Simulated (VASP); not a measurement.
# Sc: input slips in a relaxation and what they do

Some relaxations of Sc get a fault in the input on purpose. Which of them show, and how? The starting structure is a measured crystal structure from the Crystallography Open Database.

Main program and level: VASP 6.6.1; Kohn-Sham DFT with plane waves and PAW; PBEsol.

### 1. Set-up

The structure is hexagonal, space group P6_3/mmc (No. 194). Conventional cell: a = 3.309 Å, b = 3.309 Å, c = 5.273 Å, α = 90.00°, β = 90.00°, γ = 120.00°. Nearest to Sc lie 12 Sc at 3.26 to 3.31 Å.

Coordinates:

```xyz
2
Lattice="3.3090 0.0000 0.0000 -1.6545 2.8657 0.0000 0.0000 0.0000 5.2733" Properties=species:S:1:pos:R:3 pbc="T T T"
Sc    1.6545    0.9552    3.9550
Sc    0.0000    1.9105    1.3183
```

### 2. Reference relaxation

This run starts from the cell of an earlier relaxation, which isn't shown; the restart sets up the plane waves anew.

Contents of INCAR:

```
SYSTEM = Sc
PREC = Accurate
ENCUT = 450
EDIFF = 1E-06
NELM = 100
ISMEAR = 1
SIGMA = 0.1
LREAL = .FALSE.
ALGO = Normal
GGA = PS
NBANDS = 17
LORBIT = 11
LWAVE = .FALSE.
LCHARG = .FALSE.
KPAR = 2
IBRION = 2
NSW = 50
ISIF = 3
EDIFFG = -0.01
```

Contents of POSCAR:

```
Sc
1.0
    3.2812122029      0.0000000000      0.0000000000
   -1.6406061015      2.8416131229      0.0000000000
    0.0000000000      0.0000000000      5.0608796813
Sc
2
Direct
    0.6666666667      0.3333333333      0.7500000000
    0.3333333333      0.6666666667      0.2500000000
```

Contents of KPOINTS:

```
Automatic mesh
0
Gamma
10 10 6
0 0 0
```

PAW data sets: Sc_sv (PBE family, release 64).

The run is started by

```console
mpirun -np 2 vasp_std
```

Output:

```text
[banner, memory and clock lines left out]
running    2 mpi-ranks, on    1 nodes
 distrk:  each k-point on    1 cores,    2 groups
 distr:  one band on    1 cores,    1 groups

 POSCAR found type information on POSCAR Sc
 POSCAR found :  1 types and       2 ions
|                                                                             |
|               ----> ADVICE to this user running VASP <----                  |
|                                                                             |
|     You enforced a specific xc type in the INCAR file but a different       |
|     [... a line on the potential file left out ...]
|     I HOPE YOU KNOW WHAT YOU ARE DOING!                                     |
|                                                                             |

 LDA part: xc-table for (Slater+PW92), standard interpolation
 POSCAR, INCAR and KPOINTS ok, starting setup
 FFT: planning ... GRIDC
 FFT: planning ... GRID_SOFT
 FFT: planning ... GRID
 WAVECAR not read
 entering main loop
       N       E                     dE             d eps       ncg     rms          rms(c)
DAV:   1     0.342566265805E+03    0.34257E+03   -0.10377E+04  1904   0.124E+03
DAV:   2     0.413285297349E+01   -0.33843E+03   -0.33282E+03  2392   0.567E+02
DAV:   3    -0.144176864986E+02   -0.18551E+02   -0.17993E+02  3150   0.155E+02
DAV:   4    -0.146849783256E+02   -0.26729E+00   -0.26680E+00  2765   0.179E+01
DAV:   5    -0.146890035339E+02   -0.40252E-02   -0.40237E-02  3239   0.217E+00    0.826E+00
DAV:   6    -0.133945097097E+02    0.12945E+01   -0.29223E+00  2452   0.200E+01    0.246E+00
DAV:   7    -0.132233678951E+02    0.17114E+00   -0.73323E-01  2519   0.910E+00    0.827E-01
DAV:   8    -0.132118845952E+02    0.11483E-01   -0.27220E-02  2605   0.221E+00    0.241E-01
DAV:   9    -0.132105373032E+02    0.13473E-02   -0.68188E-03  2690   0.903E-01    0.167E-02
DAV:  10    -0.132105531246E+02   -0.15821E-04   -0.83373E-05  2976   0.127E-01    0.787E-03
DAV:  11    -0.132105501442E+02    0.29804E-05   -0.22590E-06  2136   0.181E-02    0.196E-03
DAV:  12    -0.132105515223E+02   -0.13781E-05   -0.40462E-07  1578   0.109E-02    0.756E-04
DAV:  13    -0.132105515151E+02    0.72209E-08   -0.98908E-08  1423   0.582E-03
   1 F= -.13210552E+02 E0= -.13210817E+02  d E =-.132106E+02
 curvature:   0.00 expect dE= 0.000E+00 dE for cont linesearch  0.000E+00
 trial: gam= 0.00000 g(F)=  0.424E-47 g(S)=  0.603E-05 ort = 0.000E+00 (trialstep = 0.100E+01)
 search vector abs. value=  0.603E-05
 reached required accuracy - stopping structural energy minimisation
```

Elapsed: 14 s, on 2 MPI ranks of Intel Xeon 6975P-C (Granite Rapids), shared host; peak memory 0.31 GiB; 26 s of CPU time.

Lines that name or quote the potential files are left out of all logs, and their timing lines are given in words.

OUTCAR, selected parts (step 2):

```text
ion  position               nearest neighbor table
   1  0.667  0.333  0.750-   2 3.16   2 3.16   2 3.16   2 3.16   2 3.16   2 3.16
   2  0.333  0.667  0.250-   1 3.16   1 3.16   1 3.16   1 3.16   1 3.16   1 3.16

  LATTYP: Found a hexagonal cell.
 ALAT       =     3.2812122029
 C/A-ratio  =     1.5423810983

 Subroutine GETGRP returns: Found 24 space group operations
 (whereof 12 operations were pure point group operations)

The static configuration has the point symmetry D_3d.
 The point group associated with its full space group is D_6h.

 Found     56 irreducible k-points:

   k-points           NKPTS =     56   k-points in BZ     NKDIM =     56   number of bands    NBANDS=     17

   dimension x,y,z NGX =    24 NGY =   24 NGZ =   36
   dimension x,y,z NGXF=    48 NGYF=   48 NGZF=   72

   ENCUT  =  450.0 eV  33.07 Ry    5.75 a.u.   5.68  5.68  8.75*2*pi/ulx,y,z

   NELECT =      22.0000    total number of electrons

 k-points in reciprocal lattice and weights: Automatic mesh
   0.00000000  0.00000000  0.00000000       0.002
   0.10000000 -0.00000000  0.00000000       0.010
   0.20000000 -0.00000000  0.00000000       0.010
   0.30000000 -0.00000000  0.00000000       0.010
   0.40000000 -0.00000000  0.00000000       0.010
   0.50000000  0.00000000  0.00000000       0.005
   0.10000000  0.10000000  0.00000000       0.010
   0.20000000  0.10000000  0.00000000       0.020
   0.30000000  0.10000000  0.00000000       0.020
[...]
0.40000000  0.20000000  0.50000000       0.010
   0.30000000  0.30000000  0.50000000       0.010

 average (electrostatic) potential at core
       1 -46.6981       2 -46.6981

 E-fermi :   3.8192

 k-point     1 :       0.0000    0.0000    0.0000
  band No.  band energies     occupation
    ...
      6     -23.7400      2.00000
      7     -23.7400      2.00000
      8     -23.7063      2.00000
      9      -1.3847      2.00000
     10       2.1403      2.00000
     11       4.6297     -0.00000
     12       5.4619     -0.00000
     13       5.4619     -0.00000
     14       5.8032     -0.00000
     15       5.9576      0.00000
    ...

 k-point     2 :       0.1000   -0.0000    0.0000
  band No.  band energies     occupation
    ...
      6     -23.7696      2.00000
      7     -23.7433      2.00000
      8     -23.7139      2.00000
      9      -1.1603      2.00000
     10       2.3225      2.00000
     11       4.4077     -0.00000
     12       5.1035     -0.00000
     13       5.6278     -0.00000
     14       5.8140     -0.00000
     15       6.0328      0.00000
    ...

 k-point     3 :       0.2000   -0.0000    0.0000
  band No.  band energies     occupation
    ...
      6     -23.8451      2.00000
      7     -23.7530      2.00000
      8     -23.7365      2.00000
      9      -0.5205      2.00000
     10       2.7718      2.00000
     11       3.9453     -0.07053
     12       4.5244     -0.00000
     13       5.5203     -0.00000
     14       5.7506     -0.00000
     15       5.7574     -0.00000
    ...

  Total       -0.0079483     -0.0079483     -0.0111165      0.0000000      0.0000000      0.0000000
  in kB       -0.2698742     -0.2698742     -0.3774444      0.0000000      0.0000000      0.0000000
  external PRESSURE =      -0.3057309 kB  Pullay stress =       0.0000000 kB

  energy-cutoff  :      450.00
  volume of cell :       47.19
      direct lattice vectors                 reciprocal lattice vectors
     3.281212203  0.000000000  0.000000000     0.304765415  0.175956395  0.000000000
    -1.640606101  2.841613123  0.000000000     0.000000000  0.351912789  0.000000000
     0.000000000  0.000000000  5.060879681     0.000000000  0.000000000  0.197594107

 POSITION                                       TOTAL-FORCE (eV/Angst)
 -----------------------------------------------------------------------------------
      1.64061      0.94720      3.79566        -0.000000     -0.000000      0.000000
     -0.00000      1.89441      1.26522         0.000000      0.000000      0.000000
 -----------------------------------------------------------------------------------
    total drift:                               -0.000000      0.000000     -0.000000

  FREE ENERGIE OF THE ION-ELECTRON SYSTEM (eV)
  ---------------------------------------------------
  free  energy   TOTEN  =       -13.2105515151 eV

  energy  without entropy=      -13.2113470727  energy(sigma->0) =      -13.21081670

 reached required accuracy - stopping structural energy minimisation

 total charge
# of ion       s       p       d       tot
------------------------------------------
    1        2.285   6.108   1.037   9.430
    2        2.285   6.108   1.037   9.430
--------------------------------------------------
tot          4.570  12.216   2.074  18.860

[... 3 further parts left out ...]
```

CONTCAR:

```
Sc
   1.00000000000000
     3.2812122028999999    0.0000000000000000    0.0000000000000000
    -1.6406061015000000    2.8416131229000001    0.0000000000000000
     0.0000000000000000    0.0000000000000000    5.0608796813000003
  Sc
     2
Direct
     0.6666666667000030    0.3333333332999970    0.7500000000000000
     0.3333333332999970    0.6666666667000030    0.2500000000000000
```

The run shows no gap at this level; if that holds and bands cross the Fermi level widely, this k-mesh is coarse for it. The PAW data sets were made with PBE, which is usual practice but a small mismatch for other functionals. The run keeps the 24 symmetry operations of its start, so it cannot find a distortion of lower symmetry.

The reference relaxation ends at 23.594 Å³ an atom.

### 3. Relaxation with a functional's name that the tag doesn't take

A slip made on purpose: a functional's name that the tag doesn't take. Against step 2 the input has GGA = PBESOL (also changed: NELM).

Edit INCAR of step 2 so:

```diff
@@ -4,3 +4,3 @@
 EDIFF = 1E-06
-NELM = 100
+NELM = 60
 ISMEAR = 1
@@ -9,3 +9,3 @@
 ALGO = Normal
-GGA = PS
+GGA = PBESOL
 NBANDS = 17
```

Contents of POSCAR:

```
Sc
1.0
    3.3090000000      0.0000000000      0.0000000000
   -1.6545000000      2.8656780611      0.0000000000
    0.0000000000      0.0000000000      5.2733000000
Sc
2
Direct
    0.6666666667      0.3333333333      0.7500000000
    0.3333333333      0.6666666667      0.2500000000
```

KPOINTS is that of step 2.

The run is started by

```console
mpirun -np 2 vasp_std
```

Output:

```text
[banner, memory and clock lines left out]
running    2 mpi-ranks, on    1 nodes
[...]
|                                                                             |
|     EEEEEEE  RRRRRR   RRRRRR   OOOOOOO  RRRRRR      ###     ###     ###     |
|     E        R     R  R     R  O     O  R     R     ###     ###     ###     |
|     E        R     R  R     R  O     O  R     R     ###     ###     ###     |
|     EEEEE    RRRRRR   RRRRRR   O     O  RRRRRR       #       #       #      |
|     E        R   R    R   R    O     O  R   R                               |
|     E        R    R   R    R   O     O  R    R      ###     ###     ###     |
|     EEEEEEE  R     R  R     R  OOOOOOO  R     R     ###     ###     ###     |
|                                                                             |
|     Error: One of the selected functionals does not exist.                  |
|                                                                             |
|       ---->  I REFUSE TO CONTINUE WITH THIS SICK JOB ... BYE!!! <----       |
|                                                                             |

1
1
```

Wall time 3.2 s (2 MPI ranks).

VASP stopped with this message: “Error: One of the selected functionals does not exist”.

### 4. Relaxation with too few ionic steps

A slip made on purpose: too few ionic steps. Against step 2 the input has NSW = 2 (also changed: NELM).

Edit INCAR of step 3 so:

```diff
@@ -9,3 +9,3 @@
 ALGO = Normal
-GGA = PBESOL
+GGA = PS
 NBANDS = 17
@@ -16,3 +16,3 @@
 IBRION = 2
-NSW = 50
+NSW = 2
 ISIF = 3
```

POSCAR is that of step 3.

KPOINTS is that of step 3.

The run is started by

```console
mpirun -np 2 vasp_std
```

Output:

```text
[banner, memory and clock lines left out]
running    2 mpi-ranks, on    1 nodes
[...]
[... a notice as in an earlier step ...]

 LDA part: xc-table for (Slater+PW92), standard interpolation
 POSCAR, INCAR and KPOINTS ok, starting setup
[...]
entering main loop
       N       E                     dE             d eps       ncg     rms          rms(c)
DAV:   1     0.345135668111E+03    0.34514E+03   -0.10403E+04  1904   0.123E+03
DAV:   2     0.385394691159E+01   -0.34128E+03   -0.33527E+03  2456   0.564E+02
DAV:   3    -0.144678422071E+02   -0.18322E+02   -0.17590E+02  3090   0.152E+02
DAV:   4    -0.147740010599E+02   -0.30616E+00   -0.30392E+00  2799   0.184E+01
[...]
DAV:  11    -0.131774949830E+02    0.18119E-05   -0.29034E-06  2137   0.162E-02    0.210E-03
DAV:  12    -0.131774961088E+02   -0.11258E-05   -0.77340E-07  1958   0.121E-02    0.965E-04
DAV:  13    -0.131774958471E+02    0.26174E-06   -0.90366E-08  1525   0.552E-03
   1 F= -.13177496E+02 E0= -.13177002E+02  d E =-.131775E+02
[...]
N       E                     dE             d eps       ncg     rms          rms(c)
DAV:   1    -0.141443437996E+02   -0.96685E+00   -0.28358E+01  2352   0.783E+01    0.676E+00
DAV:   2    -0.133028689370E+02    0.84147E+00   -0.22190E+00  2422   0.190E+01    0.214E+00
DAV:   3    -0.132112310284E+02    0.91638E-01   -0.43261E-01  2610   0.780E+00    0.928E-01
DAV:   4    -0.132089854834E+02    0.22455E-02   -0.22132E-02  3051   0.186E+00    0.203E-01
DAV:   5    -0.132083145716E+02    0.67091E-03   -0.44090E-03  2696   0.821E-01    0.296E-02
DAV:   6    -0.132083137755E+02    0.79606E-06   -0.13915E-04  3213   0.174E-01    0.757E-03
DAV:   7    -0.132083144562E+02   -0.68065E-06   -0.61315E-06  2678   0.309E-02
   2 F= -.13208314E+02 E0= -.13208285E+02  d E =-.308186E-01
 trial-energy change:   -0.030819  1 .order   -0.029666   -0.065564    0.006232
 step:   0.9203(harm=  0.9132)  dis= 0.00000  next Energy=   -13.208562 (dE=-0.311E-01)
```

It took 22 s on 2 MPI ranks; peak memory 0.32 GiB.

OUTCAR, selected parts (step 4):

```text
  Total        0.3198707      0.3198707     -0.1544356      0.0000000      0.0000000      0.0000000
  in kB       10.9565414     10.9565414     -5.2898894      0.0000000      0.0000000      0.0000000
  external PRESSURE =       5.5410645 kB  Pullay stress =       0.0000000 kB

 POSITION                                       TOTAL-FORCE (eV/Angst)
 -----------------------------------------------------------------------------------
      1.62586      0.93869      3.83102        -0.000000      0.000000      0.000000
     -0.00000      1.87739      1.27701         0.000000     -0.000000      0.000000
 -----------------------------------------------------------------------------------
    total drift:                               -0.000000      0.000000     -0.000000

  FREE ENERGIE OF THE ION-ELECTRON SYSTEM (eV)
  ---------------------------------------------------
  free  energy   TOTEN  =       -13.2083144562 eV

  energy  without entropy=      -13.2082270577  energy(sigma->0) =      -13.20828532

[... 1 part as in an earlier step ...]

[... 2 further parts left out ...]
[key lines of the parts left out:]
E-fermi :   3.8832
```

The relaxation used up its 2 ionic steps (NSW) before forces and stress met EDIFFG.

### 5. Relaxation with the cell held fixed (ISIF = 2)

A slip made on purpose: the cell held fixed (ISIF = 2). Against step 2 the input has ISIF = 2 (also changed: NELM).

Edit INCAR of step 4 so:

```diff
@@ -16,4 +16,4 @@
 IBRION = 2
-NSW = 2
-ISIF = 3
+NSW = 50
+ISIF = 2
 EDIFFG = -0.01
```

POSCAR is that of step 4.

KPOINTS is that of step 4.

The run is started by

```console
mpirun -np 2 vasp_std
```

Output:

```text
[... set-up lines as in an earlier step ...]
 entering main loop
       N       E                     dE             d eps       ncg     rms          rms(c)
[... 13 cycles as in an earlier step ...]
   1 F= -.13177496E+02 E0= -.13177002E+02  d E =-.131775E+02
[...]
reached required accuracy - stopping structural energy minimisation
```

Wall time 17 s (2 MPI ranks); peak memory 0.31 GiB; 26 s of CPU time.

(Continued in part 2 of 2.)

[Lines on the potential files, build, host, timing and source positions are cut from VASP's logs without a mark.]

[Logs are printed without paths, hosts, clocks, repeated set-up lines and the standing remarks that a program may print on its own settings, such as how far it seeks lower states.]

[Hosts, paths, dates, database ids (printed as entryN), source tags and the programs' standing remarks are cut or masked in the printed files.]
